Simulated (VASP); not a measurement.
All values below come from PBE GGA, VASP's PBE PAW potentials (set 64) (plane waves; VASP 6.6.1).

VASP input:

**POSCAR**
```
PbO
5.020
  0.7928286853   0.0000000000   0.0000000000
  0.0000000000   0.7928286853   0.0000000000
  0.0000000000   0.0000000000   1.0000000000
Pb O
2 2
direct
  0.5000000000   0.0000000000   0.7650000000
  0.0000000000   0.5000000000   0.2350000000
  0.5000000000   0.5000000000   0.0000000000
  0.0000000000   0.0000000000   0.0000000000
```

KPOINTS:
```
Automatic mesh
0
Gamma
 5 5 4
0 0 0
```

**INCAR**
```
LMAXMIX = 4   # l cut-off of mixed one-centre charges
IMIX = 1
ENCUT = 520   # plane-wave cut-off (eV)
GGA = PE
SIGMA = 0.05
SYSTEM = PbO
NELM = 100
ALGO = Normal
PREC = Accurate
BMIX = 0.0001
LCHARG = F
EDIFF = 1E-6
ISIF = 2
LREAL = F   # projection in real space or not
AMIX = 0.6
LWAVE = F
LASPH = T
ISMEAR = 0
```

POTCAR, in this order: Pb_d O (PBE.64 set). Program: vasp_std.

The run wrote:

OUTCAR:
```
 ion  position               nearest neighbor table
   1  0.500  0.000  0.765-   3 2.31   4 2.31   3 2.31   4 2.31   2 3.67   2 3.67   2 3.67   2 3.67
                             2 3.87   2 3.87   2 3.87   2 3.87
   2  0.000  0.500  0.235-   3 2.31   4 2.31   4 2.31   3 2.31   1 3.67   1 3.67   1 3.67   1 3.67
                             1 3.87   1 3.87   1 3.87   1 3.87
   3  0.500  0.500  0.000-   1 2.31   2 2.31   1 2.31   2 2.31
   4  0.000  0.000  0.000-   1 2.31   2 2.31   2 2.31   1 2.31
  LATTYP: Found a simple tetragonal cell.
 ALAT       =     3.9800000000
 C/A-ratio  =     1.2613065327
 Subroutine PRICEL returns:
 Original cell was already a primitive cell.
 Subroutine GETGRP returns: Found 16 space group operations
The static configuration has the point symmetry D_2d.
 The point group associated with its full space group is D_4h.
The dynamic configuration has the point symmetry D_2d.
 Subroutine INISYM returns: Found 16 space group operations
 Subroutine IBZKPT returns following result:
 Found     18 irreducible k-points:

 Following reciprocal coordinates:
            Coordinates               Weight
  0.000000  0.000000  0.000000      1.000000
  0.200000  0.000000  0.000000      4.000000
  0.400000  0.000000  0.000000      4.000000
...
```

File OSZICAR:
```
       N       E                     dE             d eps       ncg     rms          rms(c)
DAV:   1     0.451441606343E+03    0.45144E+03   -0.20282E+04   864   0.199E+03
DAV:   2     0.356263367000E+02   -0.41582E+03   -0.40976E+03   896   0.494E+02
DAV:   3    -0.240002856643E+02   -0.59627E+02   -0.58855E+02  1200   0.197E+02
DAV:   4    -0.259767859851E+02   -0.19765E+01   -0.19744E+01   936   0.404E+01
DAV:   5    -0.260484446549E+02   -0.71659E-01   -0.71644E-01  1272   0.720E+00    0.124E+01
DAV:   6    -0.301130331164E+02   -0.40646E+01   -0.13911E+02  1432   0.858E+01    0.210E+01
DAV:   7    -0.479559184218E+02   -0.17843E+02   -0.42264E+02  1232   0.134E+02    0.250E+01
DAV:   8    -0.446144723213E+02    0.33414E+01   -0.44598E+02  1496   0.274E+02    0.317E+01
DAV:   9    -0.867759650895E+02   -0.42161E+02   -0.10445E+03  1168   0.180E+02    0.342E+01
DAV:  10    -0.608091773688E+02    0.25967E+02   -0.69192E+02  1408   0.337E+02    0.392E+01
DAV:  11    -0.128836374726E+03   -0.68027E+02   -0.18964E+03  1192   0.215E+02    0.407E+01
DAV:  12    -0.695140626125E+02    0.59322E+02   -0.10398E+03  1408   0.268E+02    0.440E+01
DAV:  13    -0.145718519786E+03   -0.76204E+02   -0.25561E+03  1248   0.228E+02    0.417E+01
DAV:  14    -0.586545826732E+02    0.87064E+02   -0.10448E+03  1424   0.258E+02    0.407E+01
DAV:  15    -0.136243888784E+03   -0.77589E+02   -0.23808E+03  1232   0.225E+02    0.410E+01
DAV:  16    -0.610246214224E+02    0.75219E+02   -0.10279E+03  1424   0.255E+02    0.415E+01
DAV:  17    -0.139417087967E+03   -0.78392E+02   -0.24513E+03  1256   0.226E+02    0.418E+01
DAV:  18    -0.619727535773E+02    0.77444E+02   -0.10669E+03  1432   0.262E+02    0.417E+01
DAV:  19    -0.138390501974E+03   -0.76418E+02   -0.24304E+03  1256   0.226E+02    0.407E+01
DAV:  20    -0.583860403402E+02    0.80004E+02   -0.10066E+03  1432   0.253E+02    0.403E+01
DAV:  21    -0.136193005254E+03   -0.77807E+02   -0.23429E+03  1232   0.223E+02    0.413E+01
DAV:  22    -0.624928236923E+02    0.73700E+02   -0.10419E+03  1424   0.258E+02    0.418E+01
DAV:  23    -0.139243791468E+03   -0.76751E+02   -0.24436E+03  1176   0.226E+02    0.407E+01
DAV:  24    -0.582714750335E+02    0.80972E+02   -0.10171E+03  1408   0.251E+02    0.402E+01
DAV:  25    -0.135365586919E+03   -0.77094E+02   -0.23717E+03  1232   0.224E+02    0.408E+01
DAV:  26    -0.608594844169E+02    0.74506E+02   -0.10323E+03  1408   0.257E+02    0.412E+01
DAV:  27    -0.137915683177E+03   -0.77056E+02   -0.24323E+03  1224   0.226E+02    0.411E+01
DAV:  28    -0.593919155299E+02    0.78524E+02   -0.10273E+03  1432   0.256E+02    0.407E+01
DAV:  29    -0.135717524356E+03   -0.76326E+02   -0.23388E+03  1240   0.224E+02    0.408E+01
DAV:  30    -0.608380100834E+02    0.74880E+02   -0.10215E+03  1416   0.257E+02    0.409E+01
DAV:  31    -0.136365687062E+03   -0.75528E+02   -0.23177E+03  1232   0.224E+02    0.411E+01
DAV:  32    -0.618260136496E+02    0.74540E+02   -0.10392E+03  1400   0.258E+02    0.411E+01
DAV:  33    -0.145668514659E+03   -0.83843E+02   -0.23670E+03  1248   0.225E+02    0.428E+01
DAV:  34    -0.212628168357E+03   -0.66960E+02   -0.24718E+03  1472   0.271E+02    0.459E+01
DAV:  35    -0.210663388679E+03    0.19648E+01   -0.33726E+03  1288   0.257E+02    0.475E+01
DAV:  36    -0.132718026828E+04   -0.11165E+04   -0.13702E+04  1488   0.378E+02    0.507E+01
DAV:  37    -0.767489715098E+04   -0.63477E+04   -0.78879E+04  1568   0.370E+02    0.550E+01
DAV:  38    -0.825281930562E+05   -0.74853E+05   -0.82658E+05  1536   0.644E+02    0.579E+01
DAV:  39    -0.172367453385E+06   -0.89839E+05   -0.17275E+06  1640   0.580E+02    0.641E+01
DAV:  40    -0.115112701376E+07   -0.97876E+06   -0.11512E+07  1608   0.113E+03    0.689E+01
DAV:  41    -0.293704055628E+07   -0.17859E+07   -0.29379E+07  1624   0.893E+02    0.669E+01
DAV:  42    -0.193248931896E+07    0.10046E+07   -0.19327E+07  1528   0.143E+03    0.669E+01
DAV:  43    -0.144956841751E+08   -0.12563E+08   -0.14496E+08  1600   0.953E+02    0.689E+01
DAV:  44    -0.559439820220E+09   -0.54494E+09   -0.55944E+09  1512   0.154E+03    0.690E+01
```

### stdout
```
...
 WARNING: Sub-Space-Matrix is not hermitian in DAV            5
  0.642215864606808
 WARNING: Sub-Space-Matrix is not hermitian in DAV            6
  -2.40403209578726
 WARNING: Sub-Space-Matrix is not hermitian in DAV            7
 -0.634151432252362
 WARNING: Sub-Space-Matrix is not hermitian in DAV            8
   38.1250948938788
 WARNING: Sub-Space-Matrix is not hermitian in DAV            9
   2.14626684398358
 WARNING: Sub-Space-Matrix is not hermitian in DAV           10
  -5.44565955064956
 WARNING: Sub-Space-Matrix is not hermitian in DAV           11
   12.4028645401604
 WARNING: Sub-Space-Matrix is not hermitian in DAV           12
  -16.5045364550970
 WARNING: Sub-Space-Matrix is not hermitian in DAV           13
   1.76658946115182
 WARNING: Sub-Space-Matrix is not hermitian in DAV           14
   3.76440504501476
 WARNING: Sub-Space-Matrix is not hermitian in DAV           15
  -1.38976631347403
 WARNING: Sub-Space-Matrix is not hermitian in DAV           16
   16.6676345925959

 -----------------------------------------------------------------------------
|                                                                             |
|     EEEEEEE  RRRRRR   RRRRRR   OOOOOOO  RRRRRR      ###     ###     ###     |
|     E        R     R  R     R  O     O  R     R     ###     ###     ###     |
|     E        R     R  R     R  O     O  R     R     ###     ###     ###     |
|     EEEEE    RRRRRR   RRRRRR   O     O  RRRRRR       #       #       #      |
|     E        R   R    R   R    O     O  R   R                               |
|     E        R    R   R    R   O     O  R    R      ###     ###     ###     |
|     EEEEEEE  R     R  R     R  OOOOOOO  R     R     ###     ###     ###     |
|                                                                             |
|     EDDAV: Call to ZHEGV failed. Returncode = 15 2 16                       |
|                                                                             |
|       ---->  I REFUSE TO CONTINUE WITH THIS SICK JOB ... BYE!!! <----       |
|                                                                             |
 -----------------------------------------------------------------------------
```

VASP stops with an error: EDDAV: Call to ZHEGV failed. Returncode = 15 2 16 ----> I REFUSE TO CONTINUE WITH THIS SICK JOB ... BYE!!! <----

The compound is PbO in the litharge structure. The cell was not relaxed at this level. The run is one of a series of settings (AMIX = 0.6, BMIX = 0.0001, IMIX = 1 against the base run), some of them coarse on purpose.
